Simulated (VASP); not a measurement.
Level of theory: LDA (Ceperley-Alder, Perdew-Zunger), VASP's LDA PAW potentials (set 64) (plane waves; VASP).

The input files of a VASP run:

File POSCAR:
```
NaI
1
    0.0000000000     3.1264603786     3.1264603786
    3.1264603786     0.0000000000     3.1264603786
    3.1264603786     3.1264603786    -0.0000000000
Na I
1 1
Direct
  1.0000000000   1.0000000000   0.0000000000
  0.5000000000   0.5000000000   0.5000000000
```

**KPOINTS**
```
Automatic mesh
0
Gamma
7 7 7
0 0 0
```

### INCAR
```
SYSTEM = NaI
PREC = Accurate
ENCUT = 400
EDIFF = 1E-6
NELM = 100
ALGO = Normal
LREAL = .FALSE.
LASPH = .TRUE.
ISMEAR = 0
SIGMA = 0.05
LMAXMIX = 4
LWAVE = .FALSE.
LCHARG = .FALSE.
IBRION = 2
ISIF = 3
NSW = 60
EDIFFG = -0.01
```

POTCAR, in this order: Na_pv I (LDA.64 set). Program: vasp_std.

Output

OSZICAR:
```
       N       E                     dE             d eps       ncg     rms          rms(c)
DAV:   1     0.665210633222E+02    0.66521E+02   -0.61311E+03   448   0.939E+02
DAV:   2    -0.110399760038E+01   -0.67625E+02   -0.63692E+02   482   0.209E+02
DAV:   3    -0.596860229880E+01   -0.48646E+01   -0.48457E+01   550   0.593E+01
DAV:   4    -0.607953221969E+01   -0.11093E+00   -0.11088E+00   512   0.965E+00
DAV:   5    -0.608273192833E+01   -0.31997E-02   -0.31996E-02   551   0.165E+00    0.178E+00
DAV:   6    -0.602934044754E+01    0.53391E-01   -0.64076E-02   491   0.196E+00    0.118E+00
DAV:   7    -0.601649352317E+01    0.12847E-01   -0.45577E-02   512   0.146E+00    0.474E-01
DAV:   8    -0.601612605985E+01    0.36746E-03   -0.23451E-03   479   0.505E-01    0.691E-02
DAV:   9    -0.601610859714E+01    0.17463E-04   -0.74785E-05   536   0.109E-01    0.328E-02
DAV:  10    -0.601610754275E+01    0.10544E-05   -0.16132E-05   610   0.604E-02    0.361E-03
DAV:  11    -0.601610744243E+01    0.10033E-06   -0.67487E-07   286   0.144E-02
   1 F= -.60161074E+01 E0= -.60161074E+01  d E =-.601611E+01
```

### OUTCAR
```
------------------------ aborting loop because EDIFF is reached ----------------------------------------
  FORCE on cell =-STRESS in cart. coord.  units (eV):
  Direction    XX          YY          ZZ          XY          YZ          ZX
  --------------------------------------------------------------------------------------
  Total       -0.0038295     -0.0038295     -0.0038295      0.0000000      0.0000000      0.0000000
  in kB       -0.1003826     -0.1003826     -0.1003826      0.0000000      0.0000000      0.0000000
  external PRESSURE =      -0.1003826 kB  Pullay stress =       0.0000000 kB
  volume of cell :       61.12
      direct lattice vectors                 reciprocal lattice vectors
     0.000000000  3.126460379  3.126460379    -0.159925264  0.159925264  0.159925264
     3.126460379  0.000000000  3.126460379     0.159925264 -0.159925264  0.159925264
     3.126460379  3.126460379  0.000000000     0.159925264  0.159925264 -0.159925264
  FREE ENERGIE OF THE ION-ELECTRON SYSTEM (eV)
  ---------------------------------------------------
  free  energy   TOTEN  =        -6.0161074424 eV

  energy  without entropy=       -6.0161074424  energy(sigma->0) =       -6.01610744

 reached required accuracy - stopping structural energy minimisation
```
(Selected blocks of OUTCAR.)

The compound is NaI in the rock salt structure. It was relaxed first, which changed the volume by -10 %. The start is the result of an earlier pass.
